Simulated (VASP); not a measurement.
Calculation: RPBE GGA, VASP's PBE PAW potentials (set 64) (plane waves; VASP). For the first row: Numerical set-up: 520 eV cut-off, 12×12×12 Γ-centred mesh, first-order Methfessel-Paxton smearing of 0.10 eV, potentials Al Ru_pv.

```tsv
system	energy (eV/atom)
RuAl (CsCl type)	-6.6880
Al (fcc)	-3.5076
Ru (hcp)	-8.5893
```

The references are the elements' solids at the same level; no temperature or zero-point terms are added.

Question: What is the formation energy per atom of RuAl?

Answer: The references average (1×(-3.5076) + 1×(-8.5893))/2 = -6.0484 eV, so the formation energy is -6.6880 − (-6.0484) = -0.640 eV/atom.
